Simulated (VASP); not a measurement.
The input files of a VASP run:

KPOINTS:
```
Automatic mesh
0
Gamma
2 2 2
0 0 0
```

POSCAR:
```
Dy
1
    1.8309000000    -3.1712120000     0.0000000000
    1.8309000000     3.1712120000     0.0000000000
    0.0000000000     0.0000000000     5.7630000000
Dy
2
Direct
  0.3333330000   0.6666670000   0.2500000000
  0.6666670000   0.3333330000   0.7500000000
```

### INCAR
```
SYSTEM = Dy
PREC = Accurate
ENCUT = 400
EDIFF = 1E-6
NELM = 25
ALGO = VeryFast
LREAL = .FALSE.
LASPH = .TRUE.
ISMEAR = 1
SIGMA = 0.1
GGA = PE
LMAXMIX = 6
LWAVE = .FALSE.
LCHARG = .FALSE.
ISIF = 2
HFSCREEN = 0.2
AEXX = 0.25
LHFCALC = .TRUE.
PRECFOCK = Fast
ISYM = 3
```

POTCAR, in this order: Dy_3 (PBE.64 set). Program: vasp_std.

### Question
Does this input run properly? What does VASP do?

### Answer
There is a fault: a hybrid functional was run with ALGO = VeryFast. The run did not converge; its last values are not results. Against the sound run, the energy per atom (σ→0) rises by 30.281 eV/atom; the pressure falls by 34.81 GPa.

File standard output:
```
 POSCAR found type information on POSCAR Dy
 POSCAR found :  1 types and       2 ions
 Reading from existing POTCAR
 Reading from existing POTCAR
 LDA part: xc-table for (Slater+PW92), standard interpolation
 POSCAR, INCAR and KPOINTS ok, starting setup
 WAVECAR not read
 entering main loop
       N       E                     dE             d eps       ncg     rms          rms(c)
RMM:   1    -0.335429960277E+04   -0.33543E+04   -0.64359E+03    52   0.886E+02
RMM:   2    -0.345478798290E+04   -0.10049E+03   -0.16407E+03    52   0.287E+02
RMM:   3    -0.341842284520E+04    0.36365E+02   -0.15724E+02    52   0.149E+02
RMM:   4    -0.342082638096E+04   -0.24035E+01   -0.37013E+01    52   0.654E+01
RMM:   5    -0.342191311345E+04   -0.10867E+01   -0.13665E+01    52   0.419E+01
RMM:   6    -0.342245452975E+04   -0.54142E+00   -0.72834E+00    52   0.257E+01
RMM:   7    -0.342276409660E+04   -0.30957E+00   -0.45571E+00    52   0.194E+01
RMM:   8    -0.342296386994E+04   -0.19977E+00   -0.30582E+00    52   0.129E+01
RMM:   9    -0.342327887437E+04   -0.31500E+00   -0.38708E+00   152   0.115E+01
RMM:  10    -0.342334232549E+04   -0.63451E-01   -0.45642E-01   160   0.357E+00
RMM:  11    -0.342340342679E+04   -0.61101E-01   -0.19170E-01   154   0.250E+00
RMM:  12    -0.342341426087E+04   -0.10834E-01   -0.20403E-01   162   0.227E+00    0.193E+01
RMM:  13     0.497604214139E+02    0.34732E+04   -0.15614E+01   208   0.328E+01    0.107E+01
RMM:  14     0.491885437736E+02   -0.57188E+00   -0.53502E-01   163   0.542E+00    0.694E+00
RMM:  15     0.493391636381E+02    0.15062E+00   -0.21381E-01   150   0.395E+00    0.418E+00
RMM:  16     0.493977975989E+02    0.58634E-01   -0.17877E-01   150   0.315E+00    0.266E+00
RMM:  17     0.494243424632E+02    0.26545E-01   -0.14978E-01   144   0.285E+00    0.156E+00
RMM:  18     0.494368465980E+02    0.12504E-01   -0.15315E-01   152   0.269E+00    0.104E+00
RMM:  19     0.494448775868E+02    0.80310E-02   -0.15096E-01   157   0.256E+00    0.600E-01
RMM:  20     0.494458921372E+02    0.10146E-02   -0.14343E-01   160   0.244E+00    0.395E-01
RMM:  21     0.494489261931E+02    0.30341E-02   -0.14645E-01   163   0.245E+00    0.211E-01
RMM:  22     0.494483353892E+02   -0.59080E-03   -0.14482E-01   159   0.238E+00    0.293E-01
RMM:  23     0.494511108601E+02    0.27755E-02   -0.14453E-01   161   0.243E+00    0.820E-02
RMM:  24     0.494498226199E+02   -0.12882E-02   -0.14438E-01   165   0.239E+00    0.912E-02
RMM:  25     0.494504202266E+02    0.59761E-03   -0.14530E-01   167   0.237E+00

 -----------------------------------------------------------------------------
|                                                                             |
|           W    W    AA    RRRRR   N    N  II  N    N   GGGG   !!!           |
|           W    W   A  A   R    R  NN   N  II  NN   N  G    G  !!!           |
|           W    W  A    A  R    R  N N  N  II  N N  N  G       !!!           |
|           W WW W  AAAAAA  RRRRR   N  N N  II  N  N N  G  GGG   !            |
|           WW  WW  A    A  R   R   N   NN  II  N   NN  G    G                |
|           W    W  A    A  R    R  N    N  II  N    N   GGGG   !!!           |
|                                                                             |
|     The electronic self-consistency was not achieved in the given           |
|     number of steps (NELM). The forces and other quantities evaluated       |
|     might not be reliable so examine the results carefully. If you find     |
|     spurious results, we suggest increasing NELM, if you were close to      |
|     convergence or switching to a different ALGO or adjusting the           |
|     density mixing parameters otherwise.                                    |
|                                                                             |
 -----------------------------------------------------------------------------

   1 F= 0.49450420E+02 E0= 0.49455131E+02  d E =-.141313E-01
```

File OUTCAR:
```
------------------------ aborting loop EDIFF was not reached (unconverged)  ----------------------------
  FORCE on cell =-STRESS in cart. coord.  units (eV):
  Direction    XX          YY          ZZ          XY          YZ          ZX
  --------------------------------------------------------------------------------------
  Total      -18.3998003    -18.3998024    -16.8410415      0.0000000     -0.0000000      0.0000000
  in kB     -440.5093964   -440.5094454   -403.1911707      0.0000000     -0.0000000      0.0000000
  external PRESSURE =    -428.0700042 kB  Pullay stress =       0.0000000 kB
  volume of cell :       66.92
      direct lattice vectors                 reciprocal lattice vectors
     1.830900000 -3.171212000  0.000000000     0.273089737 -0.157668425  0.000000000
     1.830900000  3.171212000  0.000000000     0.273089737  0.157668425  0.000000000
     0.000000000  0.000000000  5.763000000     0.000000000  0.000000000  0.173520736
 POSITION                                       TOTAL-FORCE (eV/Angst)
 -----------------------------------------------------------------------------------
      1.83090      1.05707      1.44075         0.000000     -0.000000      0.000000
      1.83090     -1.05707      4.32225        -0.000000      0.000000     -0.000000
 -----------------------------------------------------------------------------------
    total drift:                               -0.001231      0.000432      0.000587
  FREE ENERGIE OF THE ION-ELECTRON SYSTEM (eV)
  ---------------------------------------------------
  free  energy   TOTEN  =        49.4504202266 eV

  energy  without entropy=       49.4645515508  energy(sigma->0) =       49.45513067

  exchange ACFDT corr.  =        -0.08243626  see jH, gK, PRB 81, 115126
```
(Selected blocks of OUTCAR.)

To mend it, set ALGO = Normal.

The mended run (HSE06 screened hybrid, plane waves, VASP's PBE PAW potentials (set 64)) converges, and its OSZICAR ends with
```
   1 F= -.11110273E+02 E0= -.11107464E+02  d E =-.842791E-02
```

The compound is Dy in the hcp structure. The cell was not relaxed at this level. The 4f electrons are frozen in the core of the lanthanide potential, so 4f levels, which can set the real gap, and their magnetism are missing.
